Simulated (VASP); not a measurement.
Wanted: the native input for a VASP 6.6.1 run.

```
Task                   : relaxation of cell and atoms
Functional             : PBE
Potentials or basis    : VASP PAW PBE potentials, release 64 (Be, Cd, Te)
Cutoff                 : 520 eV
k mesh                 : 3 × 3 × 3
Occupations            : gaussian, width 0.15 eV
Spin                   : no spin polarisation
Further INCAR settings : PREC = Normal; ALGO = Fast; EDIFF = 0.0001; IBRION = 2; EDIFFG = -0.08; NSW = 24; ISIF = 3
```

The structure of Be3CdTe4 lies in POSCAR:

```
Be3CdTe4
1.0
    3.3713470000      1.9464481000      5.6146076500
   -3.3713470000      1.9464481000      5.6146076500
    0.0000000000     -3.8928961900      5.6146076500
Be Cd Te
3 1 4
Direct
    0.5000000000      0.5000000000      0.0000000000
    0.0000000000      0.5000000000      0.5000000000
    0.5000000000      0.0000000000      0.5000000000
    0.5000000000      0.5000000000      0.5000000000
    0.0000000000      0.0000000000      0.0000000000
    0.0000000000      0.0000000000      0.5000000000
    0.5000000000      0.0000000000      0.0000000000
    0.0000000000      0.5000000000      0.0000000000
```

The cell was built by a generator and needn't be a form met in nature.

These files were run (other wordings do the same):

INCAR

```
PREC = Normal ; ENCUT = 520
EDIFF = 1E-4 ; ISMEAR = 0
SIGMA = 0.15 ; LREAL = False
LASPH = True ; NELM = 60
ALGO = Fast ; ISIF = 3
LWAVE = False ; LCHARG = False
GGA = PE ; IBRION = 2
NSW = 24 ; EDIFFG = -0.08
```

KPOINTS

```
regular mesh
0
Gamma
  3 3 3
```

Potentials or basis: VASP PAW PBE potentials, release 64 (Be, Cd, Te).

Run with:

```sh
$ cat potpaw_PBE.64/Be/POTCAR potpaw_PBE.64/Cd/POTCAR potpaw_PBE.64/Te/POTCAR > POTCAR
$ mpirun -np 1 vasp_std > vasp.out
```

It gave:

```json
{
  "Relaxed volume": "22.38 Å³/atom",
  "Relaxed cell": "a = 6.250 Å, b = 6.250 Å, c = 6.250 Å, α = 61.66°, β = 61.66°, γ = 61.66°",
  "Space group after relaxing (to 0.05 Å)": "R-3m (No. 166)",
  "Energy gained by relaxing": "152.8 meV/atom",
  "Ionic steps": "6",
  "Pressure after relaxing": "0.1 GPa",
  "Band gap on the k mesh": "none (metal or under the smearing width)"
}
```

Caveat: the k mesh is coarse (spacing up to 0.38 Å⁻¹), so the values aren't converged; the volume moved by over 15 % at a fixed basis, so the end points are rough.

Wall time 72 s on 1 thread of AMD EPYC 9R14 (Zen 4), with other jobs on the host, peak memory 0.24 GiB.
